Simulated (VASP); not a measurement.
OSZICAR of a VASP run on C:

**OSZICAR**
```
       N       E                     dE             d eps       ncg     rms          rms(c)
DAV:   1    -0.404007589308E+02   -0.40401E+02   -0.11543E-07  1148   0.291E-03    0.217E-04
DAV:   2    -0.404007589267E+02    0.41691E-08   -0.91681E-09  1252   0.909E-04    0.120E-04
DAV:   3    -0.404007589239E+02    0.27469E-08   -0.44206E-09  1080   0.626E-04    0.818E-05
DAV:   4    -0.404007589245E+02   -0.61823E-09   -0.92223E-10  1056   0.267E-04
   1 F= -.40400759E+02 E0= -.40400694E+02  d E =-.195898E-03
```

Question: Which electronic solver shows in the log?

Answer: It is blocked Davidson (ALGO = Normal, or the opening steps of other solvers). The INCAR had ALGO = Normal.

Question: Can the final energy be trusted as converged?

Answer: Self-consistency was reached. It stopped with EDIFF = 1E-6, NELM = 100 (LDA (Ceperley-Alder, Perdew-Zunger), plane waves, VASP's LDA PAW potentials (set 64)).

The cell is a sheet with vacuum, built from C (graphite).
